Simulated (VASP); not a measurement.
OSZICAR of a VASP run on Ge (diamond):

**OSZICAR**
```
       N       E                     dE             d eps       ncg     rms          rms(c)
DAV:   1     0.138377875754E+03    0.13838E+03   -0.14984E+04  1076   0.443E+03
DAV:   2    -0.106335317399E+02   -0.14901E+03   -0.14652E+03  1044   0.541E+02
DAV:   3    -0.294498475759E+02   -0.18816E+02   -0.18683E+02  1138   0.144E+02
DAV:   4    -0.299819267584E+02   -0.53208E+00   -0.53112E+00  1206   0.280E+01
DAV:   5    -0.299900607920E+02   -0.81340E-02   -0.81330E-02  1176   0.354E+00    0.422E+00
DAV:   6    -0.273221331082E+02    0.26679E+01   -0.31226E-01  1320   0.107E+01    0.243E+00
DAV:   7    -0.278625353656E+02   -0.54040E+00   -0.52258E-01  1350   0.110E+01    0.399E-01
DAV:   8    -0.273295716354E+02    0.53296E+00   -0.11122E-01  1286   0.574E+00    0.175E-01
DAV:   9    -0.272482029943E+02    0.81369E-01   -0.89859E-02  1046   0.273E+00    0.754E-02
DAV:  10    -0.272934199032E+02   -0.45217E-01   -0.39027E-02  1044   0.201E+00    0.501E-02
DAV:  11    -0.273281979417E+02   -0.34778E-01   -0.12211E-02  1048   0.854E-01    0.443E-02
DAV:  12    -0.273287567518E+02   -0.55881E-03   -0.41461E-04  1170   0.270E-01    0.352E-02
DAV:  13    -0.273289445169E+02   -0.18777E-03   -0.49447E-05  1116   0.751E-02    0.286E-02
DAV:  14    -0.273287571785E+02    0.18734E-03   -0.60316E-04  1298   0.408E-01    0.139E-02
DAV:  15    -0.273291715924E+02   -0.41441E-03   -0.12500E-04  1044   0.118E-01    0.688E-03
DAV:  16    -0.273291706851E+02    0.90736E-06   -0.10659E-06  1326   0.124E-02    0.412E-03
DAV:  17    -0.273291735395E+02   -0.28545E-05   -0.24832E-07   980   0.715E-03    0.199E-03
DAV:  18    -0.273291716511E+02    0.18885E-05   -0.63344E-07   812   0.829E-03    0.289E-03
DAV:  19    -0.273291723688E+02   -0.71774E-06   -0.90487E-08   808   0.286E-03    0.147E-03
DAV:  20    -0.273291713646E+02    0.10042E-05   -0.59233E-08   746   0.421E-03    0.787E-05
DAV:  21    -0.273291715012E+02   -0.13655E-06   -0.45744E-09   522   0.867E-04    0.517E-05
DAV:  22    -0.273291714045E+02    0.96637E-07   -0.12277E-09   522   0.479E-04
   1 F= -.22575957E+02 E0= -.22575957E+02  d E =-.225760E+02
       N       E                     dE             d eps       ncg     rms          rms(c)
DAV:   1    -0.273196501520E+02    0.95213E-02   -0.22438E-02  1378   0.338E+00    0.245E-01
DAV:   2    -0.273184250937E+02    0.12251E-02   -0.15521E-03  1344   0.904E-01    0.123E-01
DAV:   3    -0.273180083996E+02    0.41669E-03   -0.63975E-04  1378   0.516E-01    0.301E-02
DAV:   4    -0.273179951136E+02    0.13286E-04   -0.56407E-05  1328   0.143E-01    0.122E-02
DAV:   5    -0.273179765496E+02    0.18564E-04   -0.18806E-05  1052   0.640E-02    0.321E-03
DAV:   6    -0.273179972353E+02   -0.20686E-04   -0.13787E-05  1046   0.506E-02    0.246E-03
DAV:   7    -0.273179956620E+02    0.15733E-05   -0.37550E-06  1044   0.212E-02    0.733E-04
DAV:   8    -0.273179983087E+02   -0.26467E-05   -0.16578E-07   820   0.444E-03    0.122E-04
DAV:   9    -0.273179978327E+02    0.47595E-06   -0.51155E-09   540   0.101E-03    0.509E-05
DAV:  10    -0.273179982654E+02   -0.43268E-06   -0.31469E-09   522   0.817E-04    0.130E-05
DAV:  11    -0.273179982223E+02    0.43146E-07   -0.49955E-10   522   0.421E-04
   2 F= -.22575940E+02 E0= -.22575940E+02  d E =0.177401E-04
       N       E                     dE             d eps       ncg     rms          rms(c)
DAV:   1    -0.273248853585E+02   -0.68871E-02   -0.72251E-03  1378   0.193E+00    0.138E-01
DAV:   2    -0.273244900520E+02    0.39531E-03   -0.49594E-04  1344   0.509E-01    0.697E-02
DAV:   3    -0.273243525814E+02    0.13747E-03   -0.20690E-04  1378   0.293E-01    0.169E-02
DAV:   4    -0.273243378770E+02    0.14704E-04   -0.18090E-05  1328   0.813E-02    0.692E-03
DAV:   5    -0.273243469487E+02   -0.90717E-05   -0.59513E-06  1052   0.362E-02    0.181E-03
DAV:   6    -0.273243420456E+02    0.49031E-05   -0.43912E-06  1046   0.287E-02    0.141E-03
DAV:   7    -0.273243490373E+02   -0.69917E-05   -0.11971E-06   812   0.121E-02    0.431E-04
DAV:   8    -0.273243481827E+02    0.85457E-06   -0.54371E-08   792   0.328E-03    0.800E-05
DAV:   9    -0.273243483719E+02   -0.18914E-06   -0.42080E-09   522   0.119E-03    0.407E-05
DAV:  10    -0.273243481299E+02    0.24195E-06   -0.14308E-09   522   0.812E-04    0.176E-05
DAV:  11    -0.273243481668E+02   -0.36857E-07   -0.35935E-10   522   0.281E-04
   3 F= -.22575975E+02 E0= -.22575975E+02  d E =-.175873E-04
```

Task: Which electronic solver shows in the log?

Result: It is blocked Davidson (ALGO = Normal, or the opening steps of other solvers). The INCAR had ALGO = Normal.

Task: Can the final energy be trusted as converged?

Result: Self-consistency was reached. It stopped with EDIFF = 1E-7, NELM = 100, NSW = 40 and EDIFFG = -0.01 after 3 ionic steps (r2SCAN meta-GGA, plane waves, VASP's PBE PAW potentials (set 64)).

The compound is Ge in the diamond structure. This run relaxes it under an external pressure of 20 GPa. Symmetry was kept, so distortions that lower it aren't found.
